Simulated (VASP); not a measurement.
Elastic constants (GPa) of a crystal from PBE GGA, VASP's PBE PAW potentials (set 64) (VASP):

```tsv
	xx	yy	zz	yz	xz	xy
xx	57.2	40.2	40.2	0.0	0.0	0.0
yy	40.2	57.2	40.2	0.0	0.0	0.0
zz	40.2	40.2	57.2	0.0	0.0	0.0
yz	0.0	0.0	0.0	21.4	0.0	0.0
xz	0.0	0.0	0.0	0.0	21.4	0.0
xy	0.0	0.0	0.0	0.0	0.0	21.4
```

Task: Work out the Voigt, Reuss and Hill moduli, Young's modulus and Poisson's ratio.

Result: All eigenvalues are positive (smallest 17.0 GPa), so the crystal is stable. K_V = (C11+C22+C33+2(C12+C13+C23))/9 = (171.6 + 2×120.6)/9 = 45.9 GPa; G_V = (171.6 − 120.6 + 3×64.2)/15 = 16.2 GPa. From the compliances, K_R = 45.9 GPa and G_R = 13.3 GPa. Hill: K = 45.9 GPa, G = 14.8 GPa, E = 9KG/(3K+G) = 40.0 GPa, ν = (3K−2G)/(2(3K+G)) = 0.355. K/G = 3.10, above Pugh's 1.75; universal anisotropy A^U = 1.10.

Task: With a density of 5.36 g/cm³, what are the mean sound speeds?

Result: v_l = √((K+4G/3)/ρ) = 3.50 km/s and v_t = √(G/ρ) = 1.66 km/s. The crystal is CdSe (zinc blende), cubic.

The compound is CdSe in the zinc blende structure, whereas wurtzite is the usual form. It was relaxed first, which changed the volume by +7 %.
